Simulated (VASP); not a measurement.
Input for VASP

**INCAR**
```
SYSTEM = Ti
PREC = Accurate
ENCUT = 400
EDIFF = 1E-6
NELM = 100
ALGO = Normal
LREAL = .FALSE.
LASPH = .TRUE.
ISMEAR = 1
SIGMA = 0.1
GGA = PE
LMAXMIX = 4
LWAVE = .FALSE.
LCHARG = .FALSE.
ISIF = 2
ICHARG = 11
```

File POSCAR:
```
Ti
1
    1.4750000000    -2.5547750000     0.0000000000
    1.4750000000     2.5547750000     0.0000000000
    0.0000000000     0.0000000000     4.6800000000
Ti
2
Direct
  0.3333330000   0.6666670000   0.2500000000
  0.6666670000   0.3333330000   0.7500000000
```

KPOINTS:
```
Automatic mesh
0
Gamma
11 11 6
0 0 0
```

POTCAR, in this order: Ti_sv (PBE.64 set). Program: vasp_std.

The resulting files:

standard output:
```
 POSCAR found type information on POSCAR Ti
 POSCAR found :  1 types and       2 ions
 Reading from existing POTCAR
 Reading from existing POTCAR
 LDA part: xc-table for (Slater+PW92), standard interpolation
 WARNING: stress and forces are not correct
 POSCAR, INCAR and KPOINTS ok, starting setup
 WAVECAR not read
 WARNING: CHGCAR is incomplete

 -----------------------------------------------------------------------------
|                                                                             |
|     EEEEEEE  RRRRRR   RRRRRR   OOOOOOO  RRRRRR      ###     ###     ###     |
|     E        R     R  R     R  O     O  R     R     ###     ###     ###     |
|     E        R     R  R     R  O     O  R     R     ###     ###     ###     |
|     EEEEE    RRRRRR   RRRRRR   O     O  RRRRRR       #       #       #      |
|     E        R   R    R   R    O     O  R   R                               |
|     E        R    R   R    R   O     O  R    R      ###     ###     ###     |
|     EEEEEEE  R     R  R     R  OOOOOOO  R     R     ###     ###     ###     |
|                                                                             |
|     ICHARG>10                                                               |
|                                                                             |
|       ---->  I REFUSE TO CONTINUE WITH THIS SICK JOB ... BYE!!! <----       |
|                                                                             |
 -----------------------------------------------------------------------------
```

Problem. Read the log: what went wrong, and how is it fixed?

Solution. The cause: ICHARG = 11 asks for a fixed density, but there is no CHGCAR. VASP stops with an error: ERROR: charge density could not be read from file CHGCAR for ICHARG>10 ----> I REFUSE TO CONTINUE WITH THIS SICK JOB ... BYE!!! <---- To mend it, run self-consistently first and keep its CHGCAR, or remove ICHARG. The plain static run on this cell (PBE GGA, plane waves, VASP's PBE PAW potentials (set 64)) converges, and its OSZICAR ends with
```
   1 F= -.15649989E+02 E0= -.15649727E+02  d E =-.784938E-03
```

The compound is Ti in the hcp structure. The cell was not relaxed at this level.
